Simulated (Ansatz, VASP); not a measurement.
Two plane-wave programs on RbGe4N2

Contents of INCAR:

```
PREC     = Accurate       # precision mode
ENCUT    = 520            # plane-wave cutoff, eV
EDIFF    = 1E-6           # SCF threshold, eV
ISMEAR   = 0              # smearing method
SIGMA    = 0.1            # smearing width, eV
LREAL    = F              # projectors in reciprocal space
LASPH    = T              # aspherical terms in the spheres
NELM     = 100            # most SCF steps
ALGO     = Normal         # electronic algorithm
ISIF     = 2              # what is computed and relaxed
LWAVE    = F              # write WAVECAR
LCHARG   = F              # write CHGCAR
GGA      = PE             # functional
NBANDS   = 46             # bands
```

KPOINTS

```
Automatic mesh
0
Gamma
  4 4 4
```

The input POSCAR:

```
RbGe4N2
1.0
   -3.2909314200      3.2909314200      2.9047051000
    3.2909314200     -3.2909314200      2.9047051000
    3.2909314200      3.2909314200     -2.9047051000
Rb Ge N
1 4 2
Direct
    0.0000000000      0.0000000000      0.0000000000
    0.7428534000      0.5000000000      0.2428534000
    0.5000000000      0.7428534000      0.2428534000
    0.5000000000      0.2571466000      0.7571466000
    0.2571466000      0.5000000000      0.7571466000
    0.2500000000      0.7500000000      0.5000000000
    0.7500000000      0.2500000000      0.5000000000
```

Input for Ansatz:

```yaml
crystal:
  lattice:
    - [-3.29093142, 3.29093142, 2.9047051]
    - [3.29093142, -3.29093142, 2.9047051]
    - [3.29093142, 3.29093142, -2.9047051]
  atoms:
    - { symbol: Rb, position: [0.0, 0.0, 0.0] }
    - { symbol: Ge, position: [0.7428534, 0.5, 0.2428534] }
    - { symbol: Ge, position: [0.5, 0.7428534, 0.2428534] }
    - { symbol: Ge, position: [0.5, 0.2571466, 0.7571466] }
    - { symbol: Ge, position: [0.2571466, 0.5, 0.7571466] }
    - { symbol: "N", position: [0.25, 0.75, 0.5] }
    - { symbol: "N", position: [0.75, 0.25, 0.5] }
basis:
  ecutwfc: 420
kpoints:
  mp_grid: { grid: [4, 4, 4] }
hamiltonian:
  xc: pbe
scf:
  occupations: { method: gaussian, width: 0.1 }
  lower_state_search: "off"
output:
  forces: true
  stress: true
  eigenvalues: true
```

Change from the starting cell: species swapped into the BaNi2P4 type (I4/mmm, No. 139).

Alike in both runs: task single point; functional PBE; k mesh 4 × 4 × 4; occupations gaussian, width 0.1 eV; no spin polarisation.

```csv
,VASP,Ansatz
version,VASP 6.6.1,Ansatz 0.2.0
potentials or method,"VASP PAW PBE potentials, release 64 (Rb_sv, Ge_d, N)","scalar-relativistic, plane waves, PAW"
plane-wave cutoff (eV),520,420
valence electrons in the cell,75,75
```

|  | VASP | Ansatz | Ansatz less VASP |
| --- | --- | --- | --- |
| gap on the k mesh at the Fermi level (eV) | none | none | - |
| pressure (GPa) | 6.5 | 6.4 | -0.07 |
| largest component of the traceless stress (GPa) | 2.27 | 2.34 | +0.074 |
| rms of the force components (eV/Å) | 2.166 | 2.173 | +0.0069 |

Atom by atom the forces differ by 0.007 eV/Å (rms over components). A gap of «none» marks a metal or a gap that the smearing closes.

Caveats: the k mesh is coarse (spacing up to 0.36 Å⁻¹), so the values aren't converged; forces of over 1 eV/Å show positions far from the minimum, so gaps and moduli don't describe the material at rest.
